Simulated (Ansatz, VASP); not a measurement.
**Al2Si in VASP and in Ansatz**

The input INCAR:

```
SYSTEM = Al2Si
  PREC = Accurate
  ENCUT = 600
  EDIFF = 1E-7
  ISMEAR = 0
  SIGMA = 0.1
  LREAL = .FALSE.
  LASPH = .TRUE.
  NELM = 60
  ALGO = Fast
  ISIF = 3
  LWAVE = .FALSE.
  LCHARG = .FALSE.
  GGA = PE
  IBRION = 2
  NSW = 90
  EDIFFG = -0.04
```

The input KPOINTS:

```
regular mesh
0
G
  6 6 2
  0 0 0
```

Contents of POSCAR:

```
Al2Si
1.0
    2.8511809969      0.0000000000      0.0000000000
    0.0000000000      2.8511809969      0.0000000000
    0.0000000000      0.0000000000     11.6214331557
Al Si
4 2
Direct
    0.0000000000      0.0000000000      0.8282059974
    0.0000000000      0.0000000000      0.1717940026
    0.0000000000      0.0000000000      0.5000000000
    0.5000000000      0.5000000000      0.0000000000
    0.5000000000      0.5000000000      0.3378165135
    0.5000000000      0.5000000000      0.6621834865
```

Input for Ansatz:

```yaml
crystal:
  lattice:
    - [2.8511809969, 0.0, 0.0]
    - [0.0, 2.8511809969, 0.0]
    - [0.0, 0.0, 11.6214331557]
  atoms:
    - { symbol: Al, position: [0.0, 0.0, 0.8282059974] }
    - { symbol: Al, position: [0.0, 0.0, 0.1717940026] }
    - { symbol: Al, position: [0.0, 0.0, 0.5] }
    - { symbol: Al, position: [0.5, 0.5, 0.0] }
    - { symbol: Si, position: [0.5, 0.5, 0.3378165135] }
    - { symbol: Si, position: [0.5, 0.5, 0.6621834865] }
basis:
  ecutwfc: 420
kpoints:
  mp_grid: { grid: [6, 6, 2] }
hamiltonian:
  xc: pbe
scf:
  occupations: { method: gaussian, width: 0.1 }
  lower_state_search: "off"
output:
  forces: true
  stress: true
  eigenvalues: true
relax:
  adjacent_minimum: "off"
  f_tol: 0.04
  max_steps: 70
  cell: { stress_tol: 0.4 }
```

Change from the starting cell: the structure that the rattled cell fell into.

Alike in both runs: task relaxation of cell and atoms; functional PBE; k mesh 6 × 6 × 2; occupations gaussian, width 0.1 eV; no spin polarisation.

|  | VASP | Ansatz |
| --- | --- | --- |
| version | VASP 6.6.1 | Ansatz 0.2.0 |
| potentials or method | VASP PAW PBE potentials, release 64 (Al, Si) | scalar-relativistic, plane waves, PAW |
| plane-wave cutoff (eV) | 600 | 420 |
| valence electrons in the cell | 20 | 20 |

Ansatz gave:

* gap on the k mesh at the Fermi level, each at its own relaxed structure (eV): none
* relaxed volume (Å³/atom): 15.68
* relaxed cell length with the largest relative difference (Å): 11.468
* energy change over the relaxation (meV/atom): -3

Task: What did VASP give for the same quantities?

Result: gap on the k mesh at the Fermi level, each at its own relaxed structure (eV): none; relaxed volume (Å³/atom): 15.67; relaxed cell length with the largest relative difference (Å): 11.447; energy change over the relaxation (meV/atom): -4.

A gap of «none» marks a metal or a gap that the smearing closes.

Caveats: the k mesh is coarse (spacing up to 0.37 Å⁻¹), so the values aren't converged; the bands computed are all filled at some k points, so no gap is given.
